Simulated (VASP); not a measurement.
Consider the following.

```
CELL_PARAMETERS angstrom
      4.08257     0.00000     0.00000
      0.00000     4.08257     0.00000
      0.00000     0.00000     4.08257
ATOMIC_POSITIONS crystal
  K  0.00000 0.00000 0.00000
  Zn 0.50000 0.50000 0.50000
  F  0.50000 0.00000 0.50000
  F  0.00000 0.50000 0.50000
  F  0.50000 0.50000 0.00000
```

All values below come from rev-vdW-DF2, VASP's PBE PAW potentials (set 64) (plane waves; VASP). Numerical set-up: 520 eV cut-off, 6×6×6 Γ-centred mesh, tetrahedra with Blöchl corrections, potentials K_sv Zn F.

**Question.** Estimate the energy per atom (σ→0), band gap (on the k-mesh) with the smallest direct gap where there is one.

**Answer.** 
```yaml
band gap (on the k-mesh): 3.73 eV
smallest direct gap (on the k-mesh): 5.43 eV
energy per atom (σ→0): -2.205 eV/atom
```

The compound is KZnF3 in the cubic perovskite structure. It was relaxed first.
